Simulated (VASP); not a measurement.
A run of VASP 6.6.1:

POSCAR

```
W7S16                                   
1.0
    6.3064000000      0.0000000000      0.0000000000
   -3.1532000000      5.4615026064      0.0000000000
    0.0000000000      0.0000000000     12.3230000000
  W               S             
     7    16
Direct
     0.1762879858524634    0.8417233724295556    0.2503570074269316
     0.6610148309794804    0.3262084456973329    0.2498490029601064
     0.6626478859384269    0.8420955741098096    0.2504302019618024
     0.3338298712389805    0.1667799250549012    0.7501808067047553
     0.3336795708404619    0.6669877381883859    0.7502361671433865
     0.8335381547376572    0.1666529062645397    0.7501830443835512
     0.8336990662016541    0.6667707868095324    0.7502963319931901
     0.1671645858308744    0.3336178328013012    0.6235276423977725
     0.1671012394220916    0.8335603029407188    0.6232601311947971
     0.6671527798897572    0.3334820044393298    0.6232807543071109
     0.6668075440056913    0.8333878246169645    0.6232237269569757
     0.3314336542996583    0.1715916019036814    0.1255204195120719
     0.3350767306633306    0.6732504659542398    0.1237318032285625
     0.8333892391732600    0.1707611432669304    0.1246380626547437
     0.8335408028969763    0.6700899495506814    0.1263722411906339
     0.1670463947605046    0.3334582546965086    0.8769399837107660
     0.1671959796349103    0.8336829960436741    0.8772368181318309
     0.6672053055020097    0.3335256698178627    0.8772500615124256
     0.6668784713506845    0.8336246655860243    0.8772211476166606
     0.3337602390084241    0.1670323755472304    0.3768783070267687
     0.3295451775800919    0.6614994207520398    0.3731145019158668
     0.8301141091698016    0.1675248069767323    0.3766549830364740
     0.8330023810227993    0.6687819365520291    0.3742098530328084
```

File INCAR.step1:

```
SYSTEM = W7S16
  ALGO = Normal
  EDIFF = 1E-5
  ENCUT = 350
  GGA = PE
  ISIF = 2
  ISMEAR = 0
  ISPIN = 2
  ISYM = -1
  KPAR = 2
  LASPH = .TRUE.
  LMAXMIX = 4
  LORBIT = 11
  LREAL = Auto
  LWAVE = .TRUE.
  MAGMOM = 0 0 0 0 0 0 0 0 0 0 0 0.5 0.5 0.5 0 0 0 0 0 0.5 0.5 0.5 0
  NBANDS = 118
  NELECT = 193.0
  NELM = 70
  NKRED = 2
  NUPDOWN = 3
  PREC = Accurate
  SIGMA = 0.03
  TIME = 0.4
```

INCAR.step2

```
SYSTEM = W7S16
  ALGO = Damped
  EDIFF = 1E-4
  ENCUT = 350
  GGA = PE
  HFSCREEN = 0.2
  ISIF = 2
  ISMEAR = 0
  ISPIN = 2
  ISTART = 1
  ISYM = -1
  KPAR = 2
  LASPH = .TRUE.
  LCHARG = .FALSE.
  LHFCALC = .TRUE.
  LMAXMIX = 4
  LORBIT = 11
  LREAL = Auto
  LWAVE = .FALSE.
  MAGMOM = 0 0 0 0 0 0 0 0 0 0 0 0.5 0.5 0.5 0 0 0 0 0 0.5 0.5 0.5 0
  NBANDS = 118
  NELECT = 193.0
  NELM = 70
  NKRED = 2
  NUPDOWN = 3
  PREC = Accurate
  PRECFOCK = Fast
  SIGMA = 0.03
  TIME = 0.4
```

The input KPOINTS:

```
k-points
0
G
  2 2 2
  0 0 0
```

Potentials or basis: VASP PAW PBE potentials, release 64 (W_sv, S).

Command:

```console
$ cat potpaw_PBE.64/W_sv/POTCAR potpaw_PBE.64/S/POTCAR > POTCAR
$ cp INCAR.step1 INCAR
$ mpirun -np 4 vasp_std > vasp.out
$ cp INCAR.step2 INCAR
$ mpirun -np 4 vasp_std > vasp.out
```

Hardware: 4 MPI ranks on Intel(R) Xeon(R) 6975P-C (Granite Rapids), with other jobs on the host.

Estimate the wall time of this run.

It took 17 min on 4 MPI ranks on Intel(R) Xeon(R) 6975P-C (Granite Rapids), on a shared host, peak memory 0.81 GiB a rank. Counts: scf iterations 24, k points 8.
